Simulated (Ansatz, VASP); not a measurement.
# TiSeS in two plane-wave programs

Wanted: the spread between two codes on one cell, functional and k mesh. The cell is taken from a series of runs on this material, whose earlier steps may have relaxed, scaled, displaced or heated it; both programs get it as it stands.

Main program and level: Ansatz 0.2.0; plane waves, with VASP 6.6.1 beside it; PBEsol.

### Step 1. Starting point

The cell holds 3 atoms: 1 Ti, 1 S and 1 Se. Cell: a = 3.410 Å, b = 3.334 Å, c = 30.000 Å, α = 90.0°, β = 90.0°, γ = 120.8°. Vacuum lies along c.

### Step 2. Ansatz: zone-centre phonons, PBEsol, pair 1

Ansatz runs on its PAW soft_1 files.

Second derivatives magnify differences that forces hide, and they need a tight electronic threshold.

Contents of input.yaml:

```yaml
crystal:
  lattice:
    - [3.4099453813, 0.0, 0.0]
    - [-1.7049726907, 2.8645063459, 0.0]
    - [0.0, 0.0, 30.0]
  atoms:
    - { symbol: Ti, position: [-0.0010478751, -0.0020957501, 0.3352742092] }
    - { symbol: S, position: [0.3362086034, 0.6724172067, 0.3809443688] }
    - { symbol: Se, position: [0.6648392717, 0.3296785434, 0.2804480887] }
  periodic: [true, true, false]
kpoints:
  mp_grid: { grid: [15, 15, 1] }
hamiltonian:
  xc: pbesol
  pseudopotentials: { kind: paw, azcp: { folder: soft_1 }, xc_functional: pbe }
scf:
  occupations: { method: methfessel_paxton, width: 0.2 }
output:
  eigenvalues: true
phonons:
  method: dfpt
```

The run is started by

```bash
$ ansatz run input.yaml --threads 8 --pin off --max-ram 16384MiB --backend cpu --events-out ev --progress --plain --runs-dir out
```

Numbers of over 12 decimals in the logs are rounded to 6 here.

What it wrote:

```text
zone centre: on kpoints.mp_grid the ground state, and the responses unless they are solved on pairs of k-points, stand on 64 of the mesh's 225 k-points, reduced under 2 symmetry operations, with k and −k counted as one. Each operation leaves every solved displacement unchanged or reverses it
Engine: ansatz 0.2.0, x86_64-unknown-linux-gnu
Pseudopotentials: kind: paw
Pseudopotential: Ti, paw, valence charge 12, recommended cutoff 420 eV (normal), soft_1/Ti.paw.azcp
Pseudopotential: S, paw, valence charge 6, recommended cutoff 420 eV (normal), soft_1/S.paw.azcp
Pseudopotential: Se, paw, valence charge 16, recommended cutoff 420 eV (normal), soft_1/Se.paw.azcp
Functional definition: PBEsol
  exchange = pbesol_x
  correlation = pbesol_c
Crystal: 3 atoms, lattice volume = 293.034 Å³
Basis set: ecut = 420 eV, 5781 PW (Γ), exchange–correlation on 48×48×432 points (8 copies of the dense FFT grid, shifted against one another)
Bands: 21, of which v1, the nominal top of the filled ones, is band 17 counted from 1 (16 counted from 0)
Symmetry: 2 space group operations
k-points: 64 of 225 (time reversal used)
Non-local potential: Ti, projectors of the file, l = 0: 3, l = 1: 2, l = 2: 3, l = 3: 1
Non-local potential: S, projectors of the file, l = 0: 2, l = 1: 2, l = 2: 1
Non-local potential: Se, projectors of the file, l = 0: 2, l = 1: 2, l = 2: 3, l = 3: 1
PAW form: soft (Blöchl's): semilocal exchange-correlation on the pseudo side does not see the compensation charge
PAW frozen core: Ti, regenerated for the run's functional, and the local potential with it (the file was generated under x = pbe(κ = 0.804, μ = 0.219515), c = pbe(β = 0.066725))
PAW frozen core: S, regenerated for the run's functional, and the local potential with it (the file was generated under x = pbe(κ = 0.804, μ = 0.219515), c = pbe(β = 0.066725))
PAW frozen core: Se, regenerated for the run's functional, and the local potential with it (the file was generated under x = pbe(κ = 0.804, μ = 0.219515), c = pbe(β = 0.066725))
PAW one-centre angular grid: Ti, 590 points (default); XC on 64 Gauss nodes
PAW one-centre angular grid: S, 110 points (default); XC on 64 Gauss nodes
PAW one-centre angular grid: Se, 590 points (default); XC on 64 Gauss nodes
Initial density: superposition of atomic densities (neutral atoms: chi_scale 0, normalization atom)
Initial wavefunctions: pseudopotential atomic-orbital guess
Functional: x = pbesol(κ = 0.804, μ = 0.123457), c = pbesol(β = 0.046)
SCF iter   1: F=—  HF=-8787.393009 eV  |F-HF|=—  |Δ(HF+E_count)|=         —  Δρ=2.47e-2  dr2=2.42e0  ethr=3.10e-3  ⟨swp⟩=14.9  Hψ=11180  notcnv=0
preconditioner: auto → LDOS  [metal: Δε(μ)=0.055 eV  Ē_g=7.659 eV  σ=0.200 eV  W_gap=0.23  n_scr=18 (ndim 8)  ℏωp=8.7 eV  f_vac=0.765  D(μ)=0.64/eV (n_scr^D=4)  β→1.0]
SCF iter   2: F=—  HF=-8787.845383 eV  |F-HF|=—  |Δ(HF+E_count)|=   4.52e-1  S|Δr|=    0.00e0  Δρ=2.85e-2  dr2=4.32e0  ethr=3.10e-3  ⟨swp⟩=4.3  Hψ=4010  notcnv=0
SCF iter   3: F=—  HF=-8786.691943 eV  |F-HF|=—  |Δ(HF+E_count)|=    1.15e0  S|Δr|=    0.00e0  Δρ=4.66e-3  dr2=8.74e-2  ethr=3.10e-3  ⟨swp⟩=4.2  Hψ=3436  notcnv=0  defer=1
SCF iter   4: F=—  HF=-8786.690215 eV  |F-HF|=—  |Δ(HF+E_count)|=   1.73e-3  S|Δr|=    0.00e0  Δρ=2.00e-3  dr2=3.11e-2  ethr=2.57e-4  ⟨swp⟩=3.1  Hψ=3538  notcnv=0
SCF iter   5: F=—  HF=-8786.684658 eV  |F-HF|=—  |Δ(HF+E_count)|=   5.56e-3  S|Δr|=    0.00e0  Δρ=5.83e-4  dr2=8.62e-4  ethr=9.16e-5  ⟨swp⟩=3.0  Hψ=2152  notcnv=0
SCF iter   6: F=—  HF=-8786.684469 eV  |F-HF|=—  |Δ(HF+E_count)|=   1.90e-4  S|Δr|=    0.00e0  Δρ=4.37e-4  dr2=1.39e-3  ethr=2.54e-6  ⟨swp⟩=4.0  Hψ=2880  notcnv=0
SCF iter   7: F=—  HF=-8786.684343 eV  |F-HF|=—  |Δ(HF+E_count)|=   1.26e-4  S|Δr|=    0.00e0  Δρ=7.32e-5  dr2=5.39e-5  ethr=2.54e-6  ⟨swp⟩=2.5  Hψ=1789  notcnv=0
SCF iter   8: F=—  HF=-8786.684329 eV  |F-HF|=—  |Δ(HF+E_count)|=   1.37e-5  S|Δr|=    0.00e0  Δρ=2.45e-5  dr2=2.73e-6  ethr=1.59e-7  ⟨swp⟩=3.3  Hψ=2528  notcnv=0
SCF iter   9: F=—  HF=-8786.684323 eV  |F-HF|=—  |Δ(HF+E_count)|=   6.79e-6  S|Δr|=    0.00e0  Δρ=4.51e-6  dr2=1.65e-7  ethr=8.02e-9  ⟨swp⟩=3.6  Hψ=2938  notcnv=0
SCF iter  10: F=—  HF=-8786.684323 eV  |F-HF|=—  |Δ(HF+E_count)|=   6.58e-8  S|Δr|=    0.00e0  Δρ=1.12e-6  dr2=4.80e-9  ethr=4.86e-10  ⟨swp⟩=3.7  Hψ=2950  notcnv=0
SCF iter  11: F=—  HF=-8786.684323 eV  |F-HF|=—  |Δ(HF+E_count)|=   3.10e-8  S|Δr|=    0.00e0  Δρ=3.44e-7  dr2=3.95e-10  ethr=1.41e-11  ⟨swp⟩=3.5  Hψ=2974  notcnv=0
SCF iter  12: F=—  HF=-8786.684323 eV  |F-HF|=—  |Δ(HF+E_count)|=   4.22e-9  S|Δr|=    0.00e0  Δρ=9.13e-8  dr2=4.45e-11  ethr=1.16e-12  ⟨swp⟩=3.2  Hψ=2665  notcnv=0
SCF iter  13: F=-8786.684323 eV  HF=-8786.684323 eV  |F-HF|=5.09e-11  |Δ(HF+E_count)|=  8.97e-10  S|Δr|=    0.00e0  Δρ=2.65e-8  dr2=2.61e-12  ethr=1.00e-12  ⟨swp⟩=14.0  Hψ=10097  notcnv=0
SCF 1 converged in 13 iterations: F = -8786.684323 eV  dr2 = 2.61e-12
  greatest PAW one-centre occupation: 1.000 electrons in one spin orbital (limit 2), on the Se atom at site 2 (counted from 0), in its partial waves of l = 2
DFPT response loops at Γ: preconditioner auto → none (partly filled bands, converged f_vac=0.773); β = 0.50; Broyden in place of MSR1
SCF converged after 13 iterations
Stability not checked: this state was not tested for a lower state beside it, because cold or Methfessel-Paxton smearing, or corrected tetrahedra, fill the levels in a way that the test cannot read (fill_not_monotonic; see scf.lower_state_search)
Free energy (F): -8786.684323 eV
Harris-Foulkes:  -8786.684323 eV  (|F-HF|=5.09e-11)
Internal energy: -8786.686101 eV  (E = F + TS)
E sigma→0 (E₀):  -8786.684767 eV
Entropy (-TS):   0.001778 eV (0.593 meV/atom)
Fermi energy:    -5.403716 eV
Step filling:    the computed levels leave a gap of 0.0593 eV = 0.3 smearing widths at the electron count; against every level under it full and every level over it empty, smearing changes F+E_penalty+E_count by +0.694 meV and its σ→0 estimate by +0.249 meV
--- Per-component energies (eV) ---
  E_band       = -1057.456932
  E_kinetic    = 497.344764
  E_local      = -68650.957814  (includes V_loc(G=0)·N_el)
  E_nonlocal   = -257.026622
  E_hartree    = 34021.541370
  E_xc         = -288.690339
  E_vxc        = -318.970829  (∫ρ·V_xc dr)
  E_paw        = -3694.963435  (= ΣΔE_a)
  E_vpaw       = -370.928648  (= ΣTr[D̂ρ^β])
  E_aug_tail   = -0.000436  (compensation charges beyond the density's cutoff)
  E_ewald      = 29584.856625
  E_core_change = 1.209786  (= ΣΔE_core)
  E_smearing   = 0.001778  (= −TS)
  E_closure    = -0.000000  (closes the sum)
  Σ components = -8786.684323   (vs F -8786.684323, Δ=0.00e0)
--- Band table (eV; the first three rows and the last of 64) ---
  k-point 0: bands = [... 13 lower, -7.8312, -7.2136, -4.9466, -4.8422, -4.7914, -4.6316, -4.4575, -1.6188]
  k-point 1: bands = [... 13 lower, -8.0269, -6.9886, -5.3807, -5.3748, -4.6239, -4.4370, -4.1961, -1.8038]
  k-point 2: bands = [... 13 lower, -8.0020, -6.7634, -6.2967, -5.8139, -4.7053, -4.0721, -3.9741, -2.2546]
  k-point 63: bands = [... 13 lower, -8.5589, -8.4517, -7.8188, -7.2351, -4.4624, -3.9060, -3.5552, -2.5406]
--- Phonons (Γ-DFPT): 9 representative perturbations + reference, on 64 of 225 k-points (Σ response iterations 39) ---
  k mesh reduced under 2 symmetry operations, with k and −k counted as one. Each operation leaves every solved displacement unchanged or reverses it
  ASR residual: 7.593e-5 → 0.000e0 eV/Å²; symmetrization residual: 6.722e-6 eV/Å²
  ASR residual per site (eV/Å²): 7.59e-5 2.23e-5 2.37e-5
  Γ frequencies (cm⁻¹): 0.00 0.00 0.00 130.00 131.32 234.82 239.25 249.66 384.42
  non-analytic LO–TO correction: not included (Born effective charges unavailable; polar crystals: no LO–TO splitting at Γ)
```

Reading the cycles: dr2 is the Hartree energy of the density residual (eV), the measure of convergence; HF is the Harris–Foulkes estimate of the energy, which meets the free energy F at convergence.

(Continued in part 2 of 3.)

[Lines on the potential files, build, host, timing and source positions are cut from VASP's logs without a mark.]

[Logs are printed without paths, hosts, clocks, repeated set-up lines and the standing remarks that a program may print on its own settings, such as how far it seeks lower states.]

[Hosts, paths, dates, database ids (printed as entryN), source tags and the programs' standing remarks are cut or masked in the printed files.]
